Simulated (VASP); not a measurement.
These are PBEsol GGA, VASP's PBE PAW potentials (set 64) (plane waves; VASP) values and carry that method's errors.

A VASP calculation is set up with these files.

### KPOINTS
```
kpoints
0
G
  13 13 9
```

**INCAR**
```
# general
SYSTEM   =  Te
PREC     =  Accurate
ENCUT    =  400
LREAL    =  F
LASPH    =  T
NBANDS   =  39

# electronic loop
EDIFF    =  1E-7
NELM     =  100
ALGO     =  Normal
LMAXMIX  =  4

# smearing
ISMEAR   =  0
SIGMA    =  0.01

# functional
GGA      =  PS

# output
LWAVE    =  F
LCHARG   =  F
NEDOS    =  1001

# other
LOPTICS  =  T
CSHIFT   =  0.1
```

**POSCAR**
```
Te
1
    2.1643132652    -3.7487002640    -0.0000000000
    2.1643132652     3.7487002640     0.0000000000
    0.0000000000    -0.0000000000     5.9665423988
Te
3
Direct
  1.0000000000   0.2809070104   0.6666670000
  0.7190929896   0.7190929896   1.0000000000
  0.2809070104   1.0000000000   0.3333330000
```

POTCAR, in this order: Te (PBE.64 set). Program: vasp_std.

The dielectric response may not be converged in the k-mesh; for small gaps it tends to come out too large.

What does the run give for the energy per atom (σ→0), largest force?

The energy per atom (σ→0) comes out as -3.527 eV/atom and the largest force is 0.00207 Ry/bohr.

### OSZICAR
```
...
DAV:   9    -0.105801192858E+02   -0.63608E-05   -0.82079E-05 15650   0.258E-02    0.656E-02
DAV:  10    -0.105801190368E+02    0.24902E-06   -0.49249E-06 15019   0.682E-03    0.112E-02
DAV:  11    -0.105801184760E+02    0.56080E-06   -0.63248E-07 15970   0.233E-03    0.262E-03
DAV:  12    -0.105801183308E+02    0.14519E-06   -0.67140E-08 13207   0.750E-04    0.969E-04
DAV:  13    -0.105801181600E+02    0.17084E-06   -0.10867E-08  9607   0.357E-04    0.276E-04
DAV:  14    -0.105801180730E+02    0.86928E-07   -0.18197E-09  9478   0.140E-04
   1 F= -.10580118E+02 E0= -.10580118E+02  d E =-.108345E-15
 imaginary and real dielectric function
```

The compound is Te in the trig structure. It was relaxed first, which changed the volume by -5 %.
